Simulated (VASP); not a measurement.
## Na11Au4O12 (a cell with a defect): single point with PBEsol

Na11Au4O12 (a cell with a defect):

```
Na Au O
1.0
     9.43105    0.00000    0.00000
     0.00000    9.43105    0.00000
     0.00000    0.00000    4.55379
Na Au O
11 4 12
Cartesian
  1.1778 5.9032 0.0000
  8.2497 5.9192 2.2769
  3.3638 6.1287 2.2769
  7.8986 8.2084 0.0000
  3.6971 8.4726 0.0000
  5.8647 8.3837 2.2769
  3.8976 1.1347 2.2769
  1.3304 1.4162 0.0000
  6.0435 3.1142 2.2769
  1.1914 3.5243 2.2769
  7.9777 3.4175 0.0000
  5.8048 5.7818 0.0000
  1.0896 8.3437 2.2769
  8.3562 1.0906 2.2769
  3.6142 3.6200 0.0000
  3.7660 5.6547 0.0000
  7.7455 5.7724 0.0000
  1.0758 6.4025 2.2769
  5.7685 7.6735 0.0000
  3.0336 8.3918 2.2769
  8.4790 8.4778 2.2769
  0.9553 0.9637 2.2769
  6.5259 1.0329 2.2769
  3.5983 1.7256 0.0000
  8.3658 3.0309 2.2769
  1.6663 3.6902 0.0000
  5.6410 3.7628 0.0000
```

- Program: VASP 6.6.1
- Task: single point
- Functional: PBEsol
- Potentials or basis: VASP PAW PBE potentials, release 64 (Na_pv, Au, O)
- Cutoff: 520 eV
- k mesh: 1 × 1 × 2
- Occupations: fermi-dirac, width 0.05 eV
- Spin: no spin polarisation

The pressure is 1.8 GPa. The largest force is 2.950 eV/Å. The band gap on the k mesh is none (metal or under the smearing width).

Forces in eV/Å, atoms in the order of the input:
```
Na  -0.034 -0.006  0.000
Na   0.056 -0.011  0.000
Na  -0.018  0.032  0.000
Na   0.214 -0.087  0.000
Na  -0.274  0.019  0.000
Na   0.088 -0.385  0.000
Na  -0.216  0.070  0.000
Na   0.129  0.003  0.000
Na  -0.056  0.515  0.000
Na  -0.150 -0.019  0.000
Na   0.065  0.143  0.000
Au  -0.688 -1.270  0.000
Au  -0.411  0.900  0.000
Au   2.595 -0.535  0.000
Au   0.266  1.225  0.000
O   -0.047  0.057  0.000
O    0.785 -0.034  0.000
O   -0.040 -0.720  0.000
O   -0.164  1.630  0.000
O    0.979  0.130  0.000
O    0.004 -0.133  0.000
O    0.023 -0.148  0.000
O   -2.928 -0.355  0.000
O    0.112 -1.628  0.000
O    0.058  0.765  0.000
O   -0.473 -0.017  0.000
O    0.126 -0.141  0.000
```

Stress tensor (GPa, compression positive):
```
 3.35 -0.37  0.00
-0.37  3.74  0.00
 0.00  0.00 -1.59
```

Levels at points of the mesh, in eV from the Fermi level:
```tsv
k point	band 94	band 95	band 96	band 97	band 98	band 99	band 100	band 101
(0.00, 0.00, 0.00)	-0.23	-0.20	-0.11	-0.04	2.10	2.21	2.29	2.45
(0.00, 0.00, 0.50)	-0.14	-0.14	-0.10	-0.04	2.26	2.41	2.73	2.84
```

Wall time 2.8 min on 1 thread of Intel(R) Xeon(R) 6975P-C (Granite Rapids), with other jobs on the host, peak memory 0.44 GiB.

Caveat: the k mesh is coarse (spacing up to 0.69 Å⁻¹), so the values aren't converged; the PAW data sets were made with another functional, which shifts forces and pressure a little; an odd number of electrons without spin polarisation forces a metal; a magnetic or distorted state may lie lower. The run has no spin-orbit coupling, so splittings on Au are missing.
